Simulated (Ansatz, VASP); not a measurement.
## Ni2SeS: VASP beside Ansatz

Wanted: the spread between two codes on one cell, functional and k mesh. The cell is invented: As first built, before any earlier steps moved the atoms: it takes the MgS structure with some of its atoms replaced by other elements, volume scaled by an estimate. It may not be a known or stable phase. The cell comes out of the VASP series on this material, whose earlier steps may have relaxed, scaled or displaced it; both programs get it as it stands.

Main program and level: Ansatz 0.2.0; plane waves, with VASP 6.6.1 beside it; relaxation of cell and atoms at revPBE with D4.

## Step 1: Set-up

The structure is tetragonal, space group P4/mmm (No. 123). Conventional cell: a = 3.408 Å, b = 3.408 Å, c = 4.736 Å, α = 90.00°, β = 90.00°, γ = 90.00°. Se has 6 Ni at 2.37 to 2.41 Å nearest. Ni has 2 Se at 2.37 Å and 4 S at 2.41 Å nearest. Nearest to Ni lie 2 S at 2.37 Å and 4 Se at 2.41 Å. Nearest to S lie 6 Ni at 2.37 to 2.41 Å. As first built, before any earlier steps moved the atoms: sites of the MgS structure (space group 225) filled with other elements, volume scaled by an estimate. Farther neighbours and most contacts between anions are not listed.

## Step 2: Ansatz: relaxation of cell and atoms, revPBE with D4

Ansatz runs on its default PAW (the set named soft_2) files.

The relaxed volume is the usual yardstick between codes: its relative difference is about their pressure difference at one cell divided by the bulk modulus.

Contents of input.yaml:

```yaml
crystal:
  lattice:
    - [3.4080245807, 0.0, 0.0]
    - [0.0, 3.4080245807, 0.0]
    - [0.0, 0.0, 4.7355174113]
  atoms:
    - { symbol: Se, position: [0.5, 0.5, 0.0] }
    - { symbol: Ni, position: [0.5, 0.5, 0.5], spin: 1.0 }
    - { symbol: Ni, position: [0.0, 0.0, 0.0], spin: 1.0 }
    - { symbol: S, position: [0.0, 0.0, 0.5] }
hamiltonian:
  xc: revpbe
  pseudopotentials: { kind: paw }
  dispersion: d4
magnetization:
  spin_polarized: true
kpoints:
  mp_grid: { grid: [6, 6, 4] }
scf:
  occupations: { method: gaussian, width: 0.05 }
relax:
  f_tol: 0.01
  max_steps: 60
  cell: { stress_tol: 0.05 }
output:
  forces: true
  stress: true
  write_density: true
  write_potential: true
  elf: true
  volumetric_format: npy
```

Launch:

```console
ansatz run input.yaml --threads 4 --pin off --max-ram 9216MiB --backend cpu --events-out ev --progress --plain --runs-dir out
```

Numbers of over 12 decimals in the logs are rounded to 6 here.

Log:

```text
Engine: ansatz 0.2.0, aarch64-unknown-linux-gnu
Pseudopotentials: kind: paw
Pseudopotential: Se, paw, valence charge 16, recommended cutoff 420 eV (normal), Se.paw.azcp
Pseudopotential: Ni, paw, valence charge 18, recommended cutoff 420 eV (normal), Ni.paw.azcp
Pseudopotential: S, paw, valence charge 6, recommended cutoff 420 eV (normal), S.paw.azcp
Functional definition: revPBE
  parameter kappa = 1.245
  parameter beta = 0.066725
  exchange = pbe_x(kappa = kappa, mu = beta*pi^2/3)
  correlation = pbe_c(beta = beta)
Crystal: 4 atoms, lattice volume = 55.001 Å³
Basis set: ecut = 420 eV, 1059 PW (Γ), exchange–correlation on 48×48×64 points (8 copies of the dense FFT grid, shifted against one another)
Bands: 36, of which v1, the nominal top of the filled ones, is band 29 counted from 1 (28 counted from 0)
Symmetry: 16 space group operations
Space group: P4/mmm (ITA 123), of the structure as read, at distance tolerance 3.8e-5 Å
Magnetic group: BNS 123.339 (UNI 999), of the structure as read, at distance tolerance 3.8e-5 Å
k-points: 30 of 144
Non-local potential: Se, projectors of the file, l = 0: 2, l = 1: 2, l = 2: 3, l = 3: 1
Non-local potential: Ni, projectors of the file, l = 0: 3, l = 1: 2, l = 2: 3, l = 3: 1
Non-local potential: S, projectors of the file, l = 0: 2, l = 1: 2, l = 2: 2
PAW form: soft (Blöchl's): semilocal exchange-correlation on the pseudo side does not see the compensation charge
PAW frozen core: Se, regenerated for the run's functional, and the local potential with it (the file was generated under x = pbe(κ = 0.804, μ = 0.219515), c = pbe(β = 0.066725))
PAW frozen core: Ni, regenerated for the run's functional, and the local potential with it (the file was generated under x = pbe(κ = 0.804, μ = 0.219515), c = pbe(β = 0.066725))
PAW frozen core: S, regenerated for the run's functional, and the local potential with it (the file was generated under x = pbe(κ = 0.804, μ = 0.219515), c = pbe(β = 0.066725))
PAW one-centre angular grid: Se, 590 points (default); XC on 64 Gauss nodes
PAW one-centre angular grid: Ni, 590 points (default); XC on 64 Gauss nodes
PAW one-centre angular grid: S, 110 points (default); XC on 64 Gauss nodes
Initial density: superposition of atomic densities (chi_scale 0.1, normalization cell)
Starting moments: Σ|m| = 2 μB on 2 of 4 sites
Initial wavefunctions: pseudopotential atomic-orbital guess
Functional: x = revpbe(κ = 1.245, μ = 0.219515), c = pbe(β = 0.066725)
iter 1 solved again at ethr=8.62e-4 eV; its pass at ethr=3.10e-3 eV (dr2=5.00e-1 eV) is discarded
SCF iter   1: F=—  HF=-18064.476323 eV  |F-HF|=—  |Δ(HF+E_count)|=         —  Δρ=4.27e-2 (↑1.65e-2 ↓4.27e-2)  dr2=4.97e-1  dr2_m=1.57e-1  M=1.640 μB ∫|m|=1.649 μB  β_m=0.30  ethr=8.62e-4  ⟨swp⟩=1.2  Hψ=10239  notcnv=0
Mixer restart at iter 1: flushing history
preconditioner: auto → Kerker (q_TF=auto, 2.753 Å⁻¹)  [metal: Δε(μ)=0.008 eV  Ē_g=8.953 eV  σ=0.050 eV  W_gap=0.09  n_scr=20 (ndim 8)  ℏωp=28.3 eV  f_vac=0.000  D(μ)=2.67/eV (n_scr^D=28)]
spin=Collinear: Kerker preconditioning applied to the charge; magnetization (m = ρ↑ − ρ↓) channel mixes plain (no charge-response kernel on spin).
SCF iter   2: F=—  HF=-18065.856574 eV  |F-HF|=—  |Δ(HF+E_count)|=    1.38e0  Δρ=3.85e-2 (↑1.18e-2 ↓3.85e-2)  dr2=4.62e-1  dr2_m=1.62e-1  M=1.516 μB ∫|m|=1.522 μB  β_m=0.65  ethr=8.57e-4  ⟨swp⟩=2.0  Hψ=2713  notcnv=0
preconditioner: auto → Resta (q_TF=auto, 2.753 Å⁻¹)  ε∞=10.8  [insulator: Δε(μ)=0.058 eV  Ē_g=9.050 eV  σ=0.050 eV  W_gap=0.51  n_scr=20 (ndim 8)  ℏωp=28.3 eV  f_vac=0.000  D(μ)=1.64/eV (n_scr^D=14)  ε∞_Penn≈10.8]
spin=Collinear: Resta preconditioning applied to the charge; magnetization (m = ρ↑ − ρ↓) channel mixes plain (no charge-response kernel on spin).
SCF iter   3: F=—  HF=-18067.969828 eV  |F-HF|=—  |Δ(HF+E_count)|=    2.11e0  Δρ=2.31e-2 (↑1.47e-2 ↓2.31e-2)  dr2=1.58e-1  dr2_m=1.59e-1  M=1.167 μB ∫|m|=1.172 μB  β_m=0.82  ethr=7.96e-4  ⟨swp⟩=3.0  Hψ=4509  notcnv=0  defer=62
SCF iter   4: F=—  HF=-18068.566577 eV  |F-HF|=—  |Δ(HF+E_count)|=         —  Δρ=6.22e-2 (↑1.71e-2 ↓6.22e-2)  dr2=1.41e0  dr2_m=6.01e-1  M=0.451 μB ∫|m|=0.463 μB  β_m=0.82  ethr=2.72e-4  ⟨swp⟩=3.0  Hψ=4634  notcnv=0  defer=121
Mixer restart at iter 4: flushing history
SCF iter   5: F=—  HF=-18069.442183 eV  |F-HF|=—  |Δ(HF+E_count)|=   8.76e-1  Δρ=6.69e-2 (↑6.69e-2 ↓4.81e-2)  dr2=4.09e0  dr2_m=7.70e-2  M=0.362 μB ∫|m|=0.370 μB  β_m=0.64  ethr=2.72e-4  ⟨swp⟩=4.2  Hψ=5501  notcnv=0  defer=123
SCF iter   6: F=—  HF=-18068.411297 eV  |F-HF|=—  |Δ(HF+E_count)|=    1.03e0  Δρ=1.25e-2 (↑1.25e-2 ↓4.10e-3)  dr2=2.60e-2  dr2_m=2.95e-2  M=0.326 μB ∫|m|=0.329 μB  β_m=0.73  ethr=2.72e-4  ⟨swp⟩=4.2  Hψ=5533  notcnv=0  defer=127
SCF iter   7: F=—  HF=-18068.436629 eV  |F-HF|=—  |Δ(HF+E_count)|=   2.53e-2  Δρ=1.55e-2 (↑1.19e-2 ↓1.55e-2)  dr2=2.10e-1  dr2_m=2.44e-2  M=0.213 μB ∫|m|=0.217 μB  β_m=0.50  ethr=4.48e-5  ⟨swp⟩=2.9  Hψ=4811  notcnv=0  defer=127  recentre
SCF iter   8: F=—  HF=-18068.402423 eV  |F-HF|=—  |Δ(HF+E_count)|=   3.42e-2  Δρ=5.65e-3 (↑5.65e-3 ↓1.92e-3)  dr2=6.54e-3  dr2_m=5.91e-3  M=0.218 μB ∫|m|=0.220 μB  β_m=0.75  ethr=4.48e-5  ⟨swp⟩=2.7  Hψ=4217  notcnv=0  defer=127
[...]
SCF iter  21: F=—  HF=-18068.403174 eV  |F-HF|=—  |Δ(HF+E_count)|=   4.39e-9  Δρ=1.73e-6 (↑1.73e-6 ↓1.12e-6)  dr2=1.46e-9  dr2_m=6.91e-10  M=0.036 μB ∫|m|=0.036 μB  β_m=0.86  ethr=2.65e-12  ⟨swp⟩=2.8  Hψ=4304  notcnv=0  defer=125
SCF iter  22: F=—  HF=-18068.403174 eV  |F-HF|=—  |Δ(HF+E_count)|=   1.05e-9  Δρ=7.63e-7 (↑7.63e-7 ↓7.47e-7)  dr2=4.59e-10  dr2_m=1.67e-10  M=0.036 μB ∫|m|=0.036 μB  β_m=0.91  ethr=2.52e-12  ⟨swp⟩=2.3  Hψ=3951  notcnv=0  defer=125
SCF iter  23: F=-18068.403174 eV  HF=-18068.403174 eV  |F-HF|=3.27e-10  |Δ(HF+E_count)|=  3.13e-10  Δρ=4.64e-7 (↑3.85e-7 ↓4.64e-7)  dr2=3.46e-10  dr2_m=2.32e-12  M=0.035 μB ∫|m|=0.036 μB  ethr=1.00e-12  ⟨swp⟩=4.6  Hψ=12002  notcnv=0
SCF 1 converged in 23 iterations: F = -18068.403174 eV  dr2 = 3.46e-10
  greatest PAW one-centre occupation: 1.001 electrons in one spin orbital (limit 2), on the Ni atom at site 2 (counted from 0), in its partial waves of l = 1
relax step   1: F+E_penalty+E_count = -18068.40317403 eV  Δ(F+E_penalty+E_count) = +0.000e0 eV  max|allowed force component| = 9.962e-28 eV/Å  Δτ_max = 0.0000 Å  P = -0.084 GPa  Ω = 55.001 Å³  (23 SCF iters, dr2 threshold 1.00e-7 eV, accepted)
[...]
relax step   2: F+E_penalty+E_count = -18068.40376226 eV  Δ(F+E_penalty+E_count) = -5.882e-4 eV  max|allowed force component| = 7.179e-29 eV/Å  Δτ_max = 0.0000 Å  P = -0.025 GPa  Ω = 54.971 Å³  energy of the carried Pulay correction = +8.757e-6 eV  (19 SCF iters, dr2 threshold 4.00e-7 eV, accepted)
[...]
relax step   3: F+E_penalty+E_count = -18068.40434056 eV  Δ(F+E_penalty+E_count) = -5.783e-4 eV  max|allowed force component| = 1.928e-29 eV/Å  Δτ_max = 0.0000 Å  P = -0.107 GPa  Ω = 54.987 Å³  energy of the carried Pulay correction = +3.521e-6 eV  (13 SCF iters, dr2 threshold 4.00e-7 eV, accepted)
[...]
relax step   4: F+E_penalty+E_count = -18068.40436675 eV  Δ(F+E_penalty+E_count) = -2.620e-5 eV  max|allowed force component| = 5.364e-29 eV/Å  Δτ_max = 0.0000 Å  P = +0.100 GPa  Ω = 54.906 Å³  energy of the carried Pulay correction = +2.723e-5 eV  (11 SCF iters, dr2 threshold 4.59e-8 eV, accepted)
[...]
relax step   5: F+E_penalty+E_count = -18068.40436759 eV  Δ(F+E_penalty+E_count) = -8.303e-7 eV  max|allowed force component| = 1.450e-29 eV/Å  Δτ_max = 0.0000 Å  P = -0.000 GPa  Ω = 54.946 Å³  energy of the carried Pulay correction = +1.570e-5 eV  (8 SCF iters, dr2 threshold 2.69e-8 eV, accepted)
[...]
relax step   6: F+E_penalty+E_count = -18068.40432235 eV  Δ(F+E_penalty+E_count) = +4.523e-5 eV  max|allowed force component| = 7.211e-30 eV/Å  Δτ_max = 0.0000 Å  P = +0.003 GPa  Ω = 54.946 Å³  stress off target by 3.79e-3 GPa  SCF on the basis re-selected at this cell (its energy is not comparable with the rows above)  (12 SCF iters)
basis re-selected at this cell: Δ(F+E_penalty+E_count) = +4.523e-5 eV, ΔP = +0.003 GPa vs the last step (what re-selecting the basis moved, of the pressure what is left beyond the Pulay correction that the steps carried, after the strain that the cell walked since its last selection, with what the two solves' SCF thresholds leave and, on support functions, any second-order correction that the steps lacked; it is no m [...]
SCF converged after 12 iterations
Magnetization: 0.1285 μB (29.0642 up, 28.9358 down)
Absolute magnetization: 0.1285 μB (∫|ρ↑−ρ↓|, with the PAW one-centre terms)
Spin contamination: 0.0008 ħ² per cell (⟨S²⟩ above its minimum at these occupations)
Per-site moments (μB) at R_I (Å): [(0.012102, 0.981084), (0.027180, 0.981084), (0.067334, 0.981084), (0.00764302, 0.981084)]
Free energy (F): -18068.404322 eV
Harris-Foulkes:  -18068.404322 eV  (|F-HF|=0.00e0)
Internal energy: -18068.398796 eV  (E = F + TS)
E sigma→0 (E₀):  -18068.401559 eV
Entropy (-TS):   -0.005526 eV (-1.382 meV/atom)
Fermi energy:    14.559333 eV
--- Per-component energies (eV) ---
  E_band       = -951.900858
  E_kinetic    = 795.734559
  E_local      = -10411.822165  (includes V_loc(G=0)·N_el)
  E_nonlocal   = 717.617926
  E_hartree    = 4603.749675
  E_xc         = -371.396503
  E_vxc        = -404.749823  (∫ρ·V_xc dr)
  E_paw        = -5796.828811  (= ΣΔE_a)
  E_vpaw       = -856.181374  (= ΣTr[D̂ρ^β])
  E_aug_tail   = 0.000580  (compensation charges beyond the density's cutoff)
  E_ewald      = -7601.600023
  E_disp       = -3.566126  (pairwise vdW)
  E_core_change = -0.287908  (= ΣΔE_core)
  E_smearing   = -0.005526  (= −TS)
  E_closure    = -0.000000  (closes the sum)
  Σ components = -18068.404322   (vs F -18068.404322, Δ=0.00e0)
--- Forces (eV/Å), atoms counted from 1 ---
  atom   1  Se    -0.00000000     0.00000000     0.00000000
  atom   2  Ni     0.00000000    -0.00000000     0.00000000
  atom   3  Ni     0.00000000     0.00000000     0.00000000
  atom   4  S      0.00000000     0.00000000     0.00000000
  max |Σ_I F_I| component: 9.02e-30 eV/Å
--- Stress (GPa, compression-positive) ---
        0.003786      -0.000000       0.000000
       -0.000000       0.003786       0.000000
        0.000000       0.000000      -0.000062
  P = ⅓ Tr σ = 0.0025 GPa (0.025 kbar)
--- Band table (eV; the first three rows and the last of 60) ---
  k-point 0 ↑: bands = [... 25 lower, 13.2430, 13.2430, 13.6684, 13.6901, 13.7777, 13.7777, 16.2419, 19.4458, ... 3 higher]
  k-point 1 ↑: bands = [... 25 lower, 13.4371, 13.4371, 13.9592, 13.9592, 14.1272, 14.2353, 16.8949, 20.9934, ... 3 higher]
  k-point 2 ↑: bands = [... 25 lower, 13.7092, 13.7092, 13.9968, 13.9968, 14.4320, 14.4455, 19.6078, 19.7250, ... 3 higher]
  k-point 29 ↓: bands = [... 25 lower, 13.2654, 13.3955, 13.4240, 13.5319, 13.5467, 13.6636, 20.4926, 21.2977, ... 3 higher]
--- Relaxed structure (5 steps of the walk, 5 accepted, 1 SCFs on fresh bases) ---
  F+E_penalty+E_count = -18068.40432235 eV   max|allowed force component| = 7.211e-30 eV/Å   (the final SCF, on the basis selected at the relaxed cell)
  cell:  # Å, volume = 54.9456 Å³
    - [3.398680, 0, 0]
    - [0, 3.398680, 0]
    - [0, 0, 4.756770]
  atoms:
    - { symbol: Se, position: [0.5, 0.5, 0] }
    - { symbol: Ni, position: [0.5, 0.5, 0.5] }
    - { symbol: Ni, position: [0, 0, 0] }
    - { symbol: S, position: [0, 0, 0.5] }
```

Run time: 18 s. Hardware: 4 threads of Arm Neoverse V2, shared host; peak memory 0.46 GiB; 68 s of CPU time.

(Continued in part 2 of 2.)

[Lines on the potential files, build, host, timing and source positions are cut from VASP's logs without a mark.]

[Logs are printed without paths, hosts, clocks, repeated set-up lines and the standing remarks that a program may print on its own settings, such as how far it seeks lower states.]

[Hosts, paths, dates, database ids (printed as entryN), source tags and the programs' standing remarks are cut or masked in the printed files.]
